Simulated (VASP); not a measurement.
```
PbI2
1.0
    0.00000     3.83069     3.83069
    3.83069     0.00000     3.83069
    3.83069     3.83069     0.00000
Pb I
1 2
Direct
  0.00000   0.00000   0.00000
  0.25000   0.25000   0.25000
  0.75000   0.75000   0.75000
```

Computed with PBE GGA, VASP's PBE PAW potentials (set 64) (plane waves; VASP). Run with 520 eV cut-off, 5×5×5 Γ-centred mesh, Gaussian smearing of 0.050 eV, potentials Pb_d I.

What does the run give for the energy per atom (σ→0), pressure?

```yaml
energy per atom (σ→0): -2.702 eV/atom
pressure: 3.85 GPa
```

Only differences to runs with the same potentials and settings are physical.

The structure was generated: PbI2 was put into the fluorite type (Fm-3m), which need not be its known phase. The cell was not relaxed at this level. The run is one of a series of settings (ENCUT = 520 against the base run), some of them coarse on purpose.
